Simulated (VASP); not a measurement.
Here is the system:

```xyz
4
Lattice="1.5814 -2.7391 0.0000 1.5814 2.7391 0.0000 0.0000 0.0000 5.1114" Properties=species:S:1:pos:R:3 pbc="T T T"
Zn     1.5814    -0.9130     2.5647
Zn     1.5814     0.9130     0.0090
O      1.5814    -0.9130     4.4992
O      1.5814     0.9130     1.9435
```

Level of theory: LDA (Ceperley-Alder, Perdew-Zunger), VASP's LDA PAW potentials (set 64) (plane waves; VASP). Settings: 520 eV cut-off, 10×10×5 Γ-centred mesh, Gaussian smearing of 0.050 eV, potentials Zn O.

### Question
Estimate the energy per atom (σ→0), pressure.

### Answer

energy per atom (σ→0): -5.283 eV/atom
pressure: 5.43 GPa

Only differences to runs with the same potentials and settings are physical.

The compound is ZnO in the wurtzite structure. This cell is one point of a volume scan, at 0.97 of the reference volume.
